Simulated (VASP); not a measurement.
Input for VASP

File POSCAR:
```
KF
1.0
  0.0000000000   2.3136277932   2.3136277932
  2.3136277932   0.0000000000   2.3136277932
  2.3136277932   2.3136277932   0.0000000000
K F
1 1
Cartesian
  4.6272555864   2.3136277932   2.3136277932
  2.3136277932   2.3136277932   2.3136277932
```

### INCAR
```
SYSTEM=KF
PREC=Accurate; ENCUT=620; LREAL=.False.
LASPH=.True.
EDIFF=1E-6; NELM=100; ALGO=Normal
ISMEAR=0; SIGMA=0.05
GGA=PE
IBRION=2; NSW=40; ISIF=3
EDIFFG=-0.02; PSTRESS=450
LWAVE=.False.; LCHARG=.False.
```

**KPOINTS**
```
kpoints
0
gamma
  10 10 10
```

POTCAR, in this order: K_sv F (PBE.64 set). Program: vasp_std.

**Question.** Write an equivalent input for Ansatz.

**Answer.** One equivalent input (not run):
Ansatz 0.2 input:
```yaml
crystal:
  lattice:
    - [0.0000000, 2.3136278, 2.3136278]
    - [2.3136278, 0.0000000, 2.3136278]
    - [2.3136278, 2.3136278, 0.0000000]
  atoms:
    - { symbol: K, position: [0.0000000, 1.0000000, 1.0000000] }
    - { symbol: F, position: [0.5000000, 0.5000000, 0.5000000] }
kpoints:
  mp_grid: { grid: [10, 10, 10] }
hamiltonian:
  xc: pbe
  pseudopotentials: { kind: paw }
scf:
  occupations: { method: gaussian, width: 0.05 }
  max_iter: 100
relax:
  max_steps: 40
  f_tol: 0.02
  cell: { p_target: 45 }
output: { forces: true, stress: true, eigenvalues: true }
```
The two are equivalent in intent, not identical: each code has its own PAW files, so the cut-off isn't converted (ENCUT is set for VASP's; basis.ecutwfc is left out, and Ansatz then takes the one that its files recommend); Ansatz stops its SCF on the density residual and VASP on the energy change (EDIFF).

The compound is KF in the rock salt structure. It was relaxed first under an external pressure of 45 GPa.
